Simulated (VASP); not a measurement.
VASP runs on ZrZnNi₄ (space group F-43m) share one base input (PBEsol GGA, plane waves, VASP's PBE PAW potentials (set 64)) and change the settings named in each case.

**POSCAR**
```
ZrZnNi4
1
    0.0000000000     3.3960000000     3.3960000000
    3.3960000000     0.0000000000     3.3960000000
    3.3960000000     3.3960000000     0.0000000000
Ni Zr Zn
4 1 1
Direct
  0.6250000000   0.6250000000   0.6250000000
  0.1250000000   0.6250000000   0.6250000000
  0.6250000000   0.6250000000   0.1250000000
  0.6250000000   0.1250000000   0.6250000000
  0.0000000000   0.0000000000   0.0000000000
  0.2500000000   0.2500000000   0.2500000000
```

INCAR:
```
SYSTEM = ZrZnNi4
PREC = Accurate
ENCUT = 300
EDIFF = 1E-6
NELM = 100
ALGO = Normal
LREAL = .FALSE.
LASPH = .TRUE.
ISMEAR = 0
SIGMA = 0.1
GGA = PS
LMAXMIX = 4
LWAVE = .FALSE.
LCHARG = .FALSE.
ISIF = 2
ISPIN = 2
MAGMOM = 2.0 2.0 2.0 2.0 0.0 0.0
LORBIT = 11
```

File KPOINTS:
```
Automatic mesh
0
Gamma
6 6 6
0 0 0
```

POTCAR, in this order: Ni Zr_sv Zn (PBE.64 set). Program: vasp_std.

| change | E(σ→0) (eV/atom) | pressure (GPa) | −TS (eV) |
|---|---|---|---|
| base run | -6.2997 | -8.31 | -0.0197 |
| GGA removed, POTCAR Ni Zr_sv Zn (LDA.64 set) | -6.6749 | … | … |
| GGA_COMPAT = .FALSE., ISPIN removed, LNONCOLLINEAR = .TRUE., LSORBIT = .TRUE., MAGMOM = 0.0 0.0 2.0 0.0 0.0 2.0 0.0 0.0 2.0 0.0 0.0 2.0 0.0 0.0 0.0 0.0 0.0 0.0, program vasp_ncl | -6.3179 | -8.33 | -0.0194 |
| KPOINTS 7×7×7 Γ-centred mesh | -6.2990 | -8.32 | -0.0152 |

Problem. Fill in the missing entries.

Solution. 
- GGA removed, POTCAR Ni Zr_sv Zn (LDA.64 set), pressure (GPa): -13.72
- GGA removed, POTCAR Ni Zr_sv Zn (LDA.64 set), −TS (eV): -0.0200

Energies of different potentials or functionals have different zeros.  At 300 eV the pressure can carry a Pulay error.

Left out are runs that ran out of time, are held back, or changed the cell or the kind of run, fixed moments of cells without a moment, rows past the twelfth, gaps on odd meshes, pressures of charged cells and columns that move by less than the noise.

The structure comes from a measured ZrZnNi4 entry of the Crystallography Open Database, whose conditions weren't checked. The cell was not relaxed at this level, forces remain on its atoms.
